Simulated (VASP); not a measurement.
Energy against volume of Na2S (antifluorite). These are vdW-DF-cx, VASP's PBE PAW potentials (set 64) (plane waves; VASP 6.6.1) values and carry that method's errors.

| V (Å³/atom) | E (eV/atom) |
|---|---|
| 22.040 | -1.38430 |
| 22.743 | -1.39131 |
| 23.446 | -1.39395 |
| 24.150 | -1.39284 |
| 24.853 | -1.38852 |

Problem. Fit a third-order Birch-Murnaghan equation of state.

Solution. 
```json
{
  "volume_per_atom": "23.57 Å^3/atom",
  "bulk_modulus": "27.8 GPa",
  "pressure_derivative_of_the_bulk_modulus": "4.22",
  "lattice_constant_a": "6.564 Å"
}
```

Measured: a 6.537 Å (computed value off by +0.4 %), as given by Some thermoelectric phenomena in copper chalcogenides replaced by lithium and sodium alkaline metals, Nanomaterials …. The calculation is for a static lattice, while the measured a holds thermal and zero-point effects, which are part of the difference.

The compound is Na2S in the antifluorite structure. It was relaxed first.
